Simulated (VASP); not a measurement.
Data:

```yaml
crystal:
  lattice:
    - [0.00000, 2.63585, 2.63585]
    - [2.63585, 0.00000, 2.63585]
    - [2.63585, 2.63585, 0.00000]
  atoms:
    - { symbol: Zn, position: [0.00000, 0.00000, 0.00000] }
    - { symbol: S, position: [0.25000, 0.25000, 0.25000] }
```

Computed with PBE GGA with D4 dispersion, VASP's PBE PAW potentials (set 64) (plane waves; VASP 6.6.1). Run with 520 eV cut-off, 9×9×9 Γ-centred mesh, Gaussian smearing of 0.050 eV, potentials Zn S.

Give the stress tensor in GPa (positive for a compressed cell).

```
5.44  0.00  0.00
0.00  5.44  0.00
0.00  0.00  5.44
```
The pressure is its mean diagonal, 5.44 GPa.

The compound is ZnS in the zinc blende structure. This cell is one point of a volume scan, at 0.94 of the reference volume.
